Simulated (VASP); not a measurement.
Runs of VASP 6.6.1 on ScAl3. Symmetry: Pm-3m, No. 221, cubic system. Conventional cell: a = 4.073 Å, b = 4.073 Å, c = 4.073 Å, α = 90.00°, β = 90.00°, γ = 90.00°. Around Sc (site symmetry m-3m) lie 12 Al at 2.88 Å. Around Al (site symmetry 4/mmm) lie 4 Sc at 2.88 Å and 8 Al at 2.88 Å. The cell is a database's computed one.

```csv
level,k mesh,cutoff (eV),smearing,gap on the mesh (eV),pressure (GPa)
r2SCAN,10 × 10 × 10,520,gaussian 0.1 eV,none,0.9
PBEsol,16 × 16 × 16,520,gaussian 0.1 eV,none,0.0
PBEsol,10 × 10 × 10,700,gaussian 0.1 eV,none,0.0
PBEsol,10 × 10 × 10,520,gaussian 0.5 eV,none,(a)
PBEsol,10 × 10 × 10,900,gaussian 0.1 eV,none,0.0
```

Alike in all rows: task single point; potentials or basis VASP PAW PBE potentials, release 64 (Sc_sv, Al); no spin polarisation; cell as given.

**Question.** Fill in the values left out.

**Answer.** (a) 0.3.

Caveats: the PAW data sets were made with another functional, which shifts forces and pressure a little.

A k mesh can miss the band edges.

A gap of «none» marks a metal or a gap under the smearing width.

Not every run made on this cell is shown here.
